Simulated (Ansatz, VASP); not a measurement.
## Code comparison for LaMg (Pmma, 4 atoms in the cell)

Self-consistent single point.

```
CELL_PARAMETERS angstrom
      5.61547     0.00000     0.00000
      0.00000     3.80146     0.00000
      0.00000     0.00000     5.78901
ATOMIC_POSITIONS crystal
  La 0.75000 0.00000 0.79310
  La 0.25000 0.00000 0.20690
  Mg 0.25000 0.50000 0.69324
  Mg 0.75000 0.50000 0.30676
```

Shared settings, as Ansatz (a first-principles code) writes them: kpoints.mp_grid.grid = 5 8 5; magnetization.spin_orbit = true; scf.occupations.method = gaussian; scf.occupations.width = 0.05 eV. Potentials and cutoffs stand in the table.

```tsv
code	model	pressure (GPa)	largest force (eV/Å)	cutoff
Ansatz	LDA (PW92) with spin-orbit coupling, PAW files made with PBE	-2.82	0.072	420 eV
VASP	LDA (PZ), spin-orbit coupling, VASP's LDA PAW potentials (set 64)	-3.18	0.075	300 eV
```

The spread over the programs that give each value: pressure within 0.36 GPa; largest force within 0.003 eV/Å.

Ansatz's pressure is given at a fixed set of plane waves, as the other plane-wave codes print theirs. The same LDA comes in different parametrisations, which differ slightly.

VASP's run is marked for a possible Pulay error in its stress at this cutoff; no cutoff test was made.

The starting cell comes from a database of computed structures (which also holds hypothetical and non-ambient phases and stackings), without a prior relaxation at this level.

Left out of this page: Elk (not drawn, or without a comparable value).

Keys are those of Ansatz 0.2.
